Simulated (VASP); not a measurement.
Method: vdW-DF2, VASP's PBE PAW potentials (set 64) (plane waves; VASP 6.6.1).

VASP ran on this input.

POSCAR:
```
CdSe
1.0
  2.2541015037  -3.9042180589   0.0000000000
  2.2541015037   3.9042180589   0.0000000000
  0.0000000000   0.0000000000   7.3645150149
Cd Se
2 2
direct
  0.6666670000   0.3333330000   0.5001418601
  0.3333330000   0.6666670000   0.0001418601
  0.6666670000   0.3333330000   0.8758581399
  0.3333330000   0.6666670000   0.3758581399
```

**INCAR**
```
SYSTEM = CdSe
PREC = Accurate
ENCUT = 520
EDIFF = 1E-7
NELM = 100
ALGO = Normal
LREAL = .FALSE.
LASPH = .TRUE.
ISMEAR = 0
SIGMA = 0.05
GGA = ML
ZAB_VDW = -1.8867
LUSE_VDW = .TRUE.
AGGAC = 0.0
LMAXMIX = 4
LWAVE = .FALSE.
LCHARG = .FALSE.
ISIF = 4
IBRION = 2
NSW = 30
EDIFFG = -0.01
```

### KPOINTS
```
Automatic mesh
0
Gamma
6 6 3
0 0 0
```

POTCAR, in this order: Cd Se (PBE.64 set). Program: vasp_std.

Problem. Predict the energy per atom (σ→0), band gap (on the k-mesh).

Solution. 
* **energy per atom (σ→0)**: -0.116 eV/atom
* **band gap (on the k-mesh)**: 0.08 eV

### OSZICAR
```
...
   4 F= -.46370197E+00 E0= -.46350416E+00  d E =-.137390E-03
       N       E                     dE             d eps       ncg     rms          rms(c)
DAV:   1    -0.463738410894E+00   -0.36430E-04   -0.31481E-02   616   0.113E+00    0.298E-02
DAV:   2    -0.463757223240E+00   -0.18812E-04   -0.31649E-04   720   0.118E-01    0.135E-02
DAV:   3    -0.463754028265E+00    0.31950E-05   -0.44554E-06   676   0.160E-02    0.836E-03
DAV:   4    -0.463752427589E+00    0.16007E-05   -0.31797E-06   694   0.131E-02    0.186E-03
DAV:   5    -0.463752445901E+00   -0.18312E-07   -0.32124E-07   618   0.523E-03
   5 F= -.46375245E+00 E0= -.46354865E+00  d E =-.504759E-04
```

The compound is CdSe in the wurtzite structure. This run relaxes it. Symmetry was kept, so distortions that lower it aren't found.
